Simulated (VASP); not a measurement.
Method: PBEsol GGA, VASP's PBE PAW potentials (set 64) (plane waves; VASP).

A VASP calculation is set up with these files.

### POSCAR
```
Nb3ZrC4
1
   -0.0038834702     4.5016628052     4.4930225554
    4.5016628052    -0.0038834702     4.4930225554
    2.2488896675     2.2488896675    -0.0000000000
Zr C Nb
1 4 3
Direct
  0.0000000000   1.0000000000   0.0000000000
  0.2537974363   0.2537974363   0.4924051273
  0.2572100283   0.7427899717   0.5000000000
  0.7427899717   0.2572100283   0.5000000000
  0.7462025637   0.7462025637   0.5075948727
  0.0000000000   0.5000000000   0.0000000000
  0.5000000000   0.0000000000   0.0000000000
  0.5000000000   0.5000000000   0.0000000000
```

### INCAR
```
# general
SYSTEM  = Nb3ZrC4
PREC    = Accurate
ENCUT   = 520
LREAL   = F   # projection in real space or not
LASPH   = T   # aspherical one-centre terms

# electronic loop
EDIFF   = 1E-6
NELM    = 100
ALGO    = Normal   # blocked Davidson
LMAXMIX = 4   # l cut-off of mixed one-centre charges

# smearing
ISMEAR  = 1   # Methfessel-Paxton
SIGMA   = 0.1

# functional
GGA     = PS   # PBEsol

# ions
IBRION  = 2
NSW     = 60   # most ionic steps
ISIF    = 3   # ions, shape and volume
EDIFFG  = -0.02   # ionic stop

# output
LWAVE   = F
LCHARG  = F
```

KPOINTS:
```
Automatic mesh
0
Gamma
6 6 11
0 0 0
```

POTCAR, in this order: Zr_sv C Nb_sv (PBE.64 set). Program: vasp_std.

### Question
What does the run give for the energy per atom (σ→0), volume per atom, band gap (on the k-mesh)?

### Answer

```
Item                                                         Value
------------------------  ----------------------------------------
energy per atom (σ→0)                              -10.778 eV/atom
band gap (on the k-mesh)  none (metal, semimetal or under 0.01 eV)
volume per atom                                     11.38 Å^3/atom
```

### OSZICAR
```
...
   1 F= -.86220452E+02 E0= -.86220639E+02  d E =-.862205E+02
       N       E                     dE             d eps       ncg     rms          rms(c)
DAV:   1    -0.862212074401E+02   -0.75524E-03   -0.74241E-02 10328   0.187E+00    0.158E-01
DAV:   2    -0.862209304539E+02    0.27699E-03   -0.28905E-03 12896   0.355E-01    0.894E-02
DAV:   3    -0.862207363119E+02    0.19414E-03   -0.63352E-04 12704   0.179E-01    0.119E-02
DAV:   4    -0.862207383027E+02   -0.19908E-05   -0.50004E-05 12512   0.538E-02    0.680E-03
DAV:   5    -0.862207383300E+02   -0.27329E-07   -0.21728E-06  8760   0.106E-02
   2 F= -.86220738E+02 E0= -.86220954E+02  d E =-.286623E-03
```

The structure was generated: Nb3ZrC4 was put into an ordered model structure (Cmmm), which need not be its known phase. This run relaxes it. Symmetry was kept, so distortions that lower it aren't found. The start is the result of an earlier pass. The electron count is odd and the run is not spin-polarised, which forces a metal.
